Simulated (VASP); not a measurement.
# Pressure and energy of ReB2 (P6_3/mmc) within 6 % of its equilibrium volume, r2SCAN + rVV10

A common rule of thumb treats a solid near equilibrium as a spring: the pressure is proportional to the volume change, the energy to its square, and one bulk modulus fixes both. We test how far this holds for ReB2, a stiff, hard metallic boride. The question matters wherever such a material is loaded or strained, and also whenever a calculation is run on a cell that is slightly too large or too small.

We scaled the relaxed cell evenly to seven volumes. Volume changes are measured from the fitted equilibrium volume of 9.09 Å³ per atom, and energies from the lowest point of the series. Positive pressure means that the cell is compressed.

## How the numbers were made

A cell from a diffraction database, relaxed at this level and then scaled evenly, fractional positions kept. VASP 6.6.1, plane waves with PAW, r2SCAN + rVV10, cutoff 420 eV, k mesh 8×8×3, no spin polarisation, no spin-orbit coupling, static lattice. A Birch-Murnaghan fit to the energies has its minimum at 9.09 Å³ per atom.

Notes on method and selection:

- The pressure is that of a finite plane-wave basis, so it need not vanish exactly at the minimum of the energy.
- Only series whose fit has its minimum inside the range and an error under 0.5 meV per atom are shown.
- Where rows or columns differ in functional or spin-orbit coupling, non-spherical gradient terms in the PAW spheres (LASPH) may be on in some and off in others.
- Runs that did not converge, have known faults or may not be shown are not listed, and runs on Ansatz's PAW sets soft_1 and soft_2 are kept to separate tables.

Columns:

- volume change (%): volume relative to the fitted equilibrium volume.
- pressure (GPa): pressure from the stress tensor (positive: compressed).
- energy (meV/atom): energy per atom above the lowest point of the series.

Input lines of one member:

```
PREC = Accurate
ENCUT = 420
EDIFF = 1E-06
NELM = 100
ISMEAR = 0
SIGMA = 0.05
LREAL = .FALSE.
ALGO = Normal
METAGGA = R2SCAN
LUSE_VDW = .TRUE.
IVDW_NL = 2
BPARAM = 11.95
CPARAM = 0.0093
LASPH = .TRUE.
NBANDS = 19
```

Command (options for logging and memory left out): `mpirun -np 4 vasp_std`

## Computed values

| member | volume change (%) | pressure (GPa) | energy (meV/atom) |
| --- | --- | --- | --- |
| 8.55 Å³ | −6.00 | 25.73 | 41.6 |
| 8.73 Å³ | −4.00 | 16.26 | 17.9 |
| 8.91 Å³ | −2.00 | 7.71 | 4.3 |
| 9.09 Å³ | 0.00 | −0.01 | 0.0 |
| 9.27 Å³ | 2.00 | −6.97 | 4.0 |
| 9.45 Å³ | 4.00 | −13.26 | 15.5 |
| 9.64 Å³ | 6.00 | −18.94 | 33.8 |

Least-squares fits to the whole series, with x = volume change (%); R² and errors in the fitted variable (y, or ln y where the fit is in ln y):

| y | members | fit | R² | rms residual | leave-one-out rms | the same for the mean of the others |
| --- | --- | --- | --- | --- | --- | --- |
| pressure (GPa) | 7 | y = −0.01000 − 3.709 x + 0.09455 x² | 1.00 | 0.073 | 0.19 | 17 |
| energy (meV/atom) | 7 | y = −0.03810 − 0.5089 x + 1.048 x² | 1.00 | 0.79 | 2.1 | 17 |

## Reading the trend

The pressure falls at every step of expansion, from 25.73 GPa at −6 % to −18.94 GPa at +6 %. The energy rises on both sides of the equilibrium volume. From the two rows next to equilibrium, the slope of the pressure is (7.71 + 6.97) / 4 = 3.67 GPa per percent, which corresponds to a bulk modulus $B$ of 100 × 3.67 = 367 GPa.

The slope is not constant. Between −6 % and −4 % it is (25.73 − 16.26) / 2 = 4.74 GPa per percent in size, and between +4 % and +6 % it is (18.94 − 13.26) / 2 = 2.84 GPa per percent. The crystal stiffens when squeezed because the repulsion between overlapping electron shells grows steeply as the bonds shorten. On expansion that repulsion fades and the weaker pull of the stretched bonds is left.

The next term beyond the spring describes this well. With $\xi = \Delta V/V_0$ and $B'$ the pressure derivative of the bulk modulus,

$$P \approx B\left[-\xi + \tfrac{1}{2}(B'+1)\,\xi^2\right], \qquad E \approx B V_0\left[\tfrac{1}{2}\xi^2 - \tfrac{1}{6}(B'+1)\,\xi^3\right].$$

The part of the pressure that is the same on both sides at 6 % is (25.73 − 18.94) / 2 = 3.40 GPa. Setting it equal to the second term, with $\xi^2$ = 0.06 × 0.06 = 0.0036, gives $B'+1$ = 2 × 3.40 / (367 × 0.0036) = 5.1, so $B'$ is about 4, an ordinary value for a solid.

The formulas also explain why the energy looks more symmetric than the pressure. At 6 % the two sides differ by a factor of 41.6 / 33.8 = 1.23 in energy but 25.73 / 18.94 = 1.36 in pressure, because the asymmetric term carries a smaller relative weight in the energy.

The tabled pressure is the mean of three stress components, and these are not equal away from equilibrium. The component along c is larger in size than the one in the basal plane, on compression and on expansion, so the crystal is stiffer along c. A likely reason is that some of the short Re–B bonds point straight along that axis.

## Departures from the trend

Measured against the straight line of 3.67 GPa per percent, the two end members lie farthest off. The line gives 6 × 3.67 = 22.02 GPa in size at both ends. The member at 8.55 Å³ exceeds this by 25.73 − 22.02 = 3.71 GPa, or 17 %, and the member at 9.64 Å³ falls short by 22.02 − 18.94 = 3.08 GPa, or 14 %. Both departures have the sign expected from stiffening under compression and softening under expansion.

The least-squares parabola for the energy misses in a different way. It lies about 0.9 meV per atom too low at −6 % and about as much too high at −4 % and −2 %, with the signs reversed on the expanded side. This regular pattern is the missing cubic term, not a fault in single runs. It also displaces the minimum of the parabola to 0.5089 / (2 × 1.048) = +0.24 %, although the computed pressure is practically zero at 0 %. An equation of state with an asymmetric form, such as Birch-Murnaghan, avoids this shift.

## Questions the table answers

**Which volume corresponds to a pressure of 10 GPa?**

The target lies between the rows at −2 % (7.71 GPa) and −4 % (16.26 GPa). The slope there is (16.26 − 7.71) / 2 = 4.28 GPa per percent. The extra compression beyond −2 % is (10 − 7.71) / 4.28 = 0.54 %, so the total compression is 2 + 0.54 = 2.54 %, which gives 9.09 × (100 − 2.54) / 100 = 8.86 Å³ per atom. The spring rule would ask for 10 / 3.67 = 2.7 %.

**A cell taken from elsewhere is 1 % too long on every edge. What pressure will this level report?**

Three edges that are each 1 % too long make the volume about 3 % too large. Halfway between the rows at +2 % and +4 %, the pressure is −(6.97 + 13.26) / 2 = −10.1 GPa. A length error that looks harmless thus produces a large tensile stress in so stiff a crystal.

**Do three energies suffice for the bulk modulus if no stress is available?**

We take the rows at −2 %, 0 % and +2 %. The curvature is (4.3 + 4.0) / 0.02² = 20750 meV per atom. Converting to eV, dividing by the volume, and with 1 eV/Å³ = 160.2 GPa, we get 20750 × 160.2 / (1000 × 9.09) = 366 GPa. The stress gave 367 GPa. Rounding of the printed energies alone allows an error of about 1 %, so three points suffice for the modulus, provided that the energies are well converged.

## Closing remarks

Within 2 % of equilibrium the spring rule gives the pressure to about 5 %. At 6 % it errs by roughly 15 %, and the quadratic term in the pressure is needed. The smoothness of the curve is partly a condition of selection, since series with a poor fit are not shown.

The axis ratio was held fixed. Letting it adjust would lower the energies away from equilibrium and slightly reduce the bulk modulus; under hydrostatic compression, c/a would rise. The static lattice leaves out zero-point and thermal motion, which would add a positive pressure at a given volume, enlarge the equilibrium cell and soften it somewhat. Spin-orbit coupling, also left out, acts on the rhenium states, but the table gives no sign for its effect. Measured values are not compared here.

[Logs are printed without paths, hosts, clocks, repeated set-up lines and the standing remarks that a program may print on its own settings, such as how far it seeks lower states.]
